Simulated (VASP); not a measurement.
BaMg6Cu:

```
Ba Cu Mg
1.0
     4.98936    0.00000    0.00000
     0.00000    3.04166    7.00939
     0.00000   -3.04166    7.00939
Ba Cu Mg
1 1 6
Direct
  0.50000 0.70659 0.70659
  0.50000 0.09785 0.09785
  0.00000 0.87371 0.87371
  0.00000 0.28975 0.28975
  0.00000 0.31442 0.83294
  0.00000 0.83294 0.31442
  0.50000 0.19903 0.68571
  0.50000 0.68571 0.19903
```

The cell comes from a database or a generator and needn't be the stable form of this composition.

```yaml
Program: VASP 6.6.1
Task: single point
Functional: PBE
Potentials_or_basis: VASP PAW PBE potentials, release 64 (Ba_sv, Cu, Mg)
Cutoff: 520 eV
k_mesh: 6 × 5 × 5
Occupations: fermi-dirac, width 0.05 eV
Spin: no spin polarisation
```

On this cell: pressure 0.2 GPa; largest force 0.064 eV/Å; band gap on the k mesh none (metal or under the smearing width).

The same run follows on a disturbed copy (atoms moved at random, drawn with an rms of 0.05 Å):

```xyz
8
Lattice="4.9894 0.0000 0.0000 0.0000 3.0417 7.0094 0.0000 -3.0417 7.0094" Properties=species:S:1:pos:R:3 pbc="T T T"
Ba    2.4800   -0.0211    9.9112
Cu    2.4701   -0.0660    1.4127
Mg   -0.0385    0.0296   12.2479
Mg   -0.0489    0.0062    4.1072
Mg   -0.0125   -1.5951    8.0319
Mg   -0.0548    1.6087    8.0066
Mg    2.4709   -1.4588    6.1303
Mg    2.4979    1.4876    6.1927
```

Question: What changes?

Answer: The energy (extrapolated to zero smearing) moves by +3.9 meV/atom; pressure 0.1 GPa; largest force 0.282 eV/Å; band gap on the k mesh none (metal or under the smearing width).

Forces on the atoms (eV/Å):
```
Ba  -0.079 -0.015 -0.168
Cu  -0.013  0.171 -0.167
Mg   0.100 -0.043  0.019
Mg   0.013  0.010 -0.027
Mg  -0.017  0.134  0.027
Mg   0.138 -0.214  0.122
Mg  -0.011 -0.034  0.188
Mg  -0.132 -0.009  0.005
```

Stress tensor (GPa, compression positive):
```
-0.01  0.08  0.01
 0.08  0.30  0.19
 0.01  0.19  0.07
```
